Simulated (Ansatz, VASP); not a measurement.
# LuMnIn: VASP beside Ansatz

```
Lu In Mn
1.0
     4.67254    0.00000    0.00000
    -2.33627    4.04654    0.00000
     0.00000    0.00000    3.35478
Lu In Mn
1 1 1
Cartesian
  0.0000 0.0000 0.0000
  2.3363 1.3488 1.6774
  0.0000 2.6977 1.6774
```

Change from the starting cell: volume scaled by 0.96.

Alike in both runs: task single point; functional PBE; k mesh 7 × 7 × 8; occupations fermi-dirac, width 0.05 eV; collinear spin, ferromagnetic start.

```csv
,VASP,Ansatz
version,VASP 6.6.1,Ansatz 0.2.0
potentials or method,"VASP PAW PBE potentials, release 64 (Lu, In_d, Mn_pv)",Ansatz PAW
plane-wave cutoff (eV),520,420
valence electrons in the cell,51,53
```

VASP gave:

```
gap on the k mesh at the Fermi level (eV)                     : none
pressure (GPa)                                                : 3.2
largest component of the traceless stress (GPa)               : 0.53
net moment per atom (μB)                                      : 1.16
size of the moment on the site where the two differ most (μB) : 0.03
```

Question: What did Ansatz give for the same quantities?

Answer: gap on the k mesh at the Fermi level (eV): none; pressure (GPa): 3.0; largest component of the traceless stress (GPa): 0.54; net moment per atom (μB): 1.16; size of the moment on the site where the two differ most (μB): 0.02.

Site moments also hang on the region over which each program counts them. A gap of «none» marks a metal or a gap that the smearing closes. The two sets of potentials don't hold the same shells in valence.

Caveats: spin-orbit coupling is left out, which moves the levels of the heavy elements.
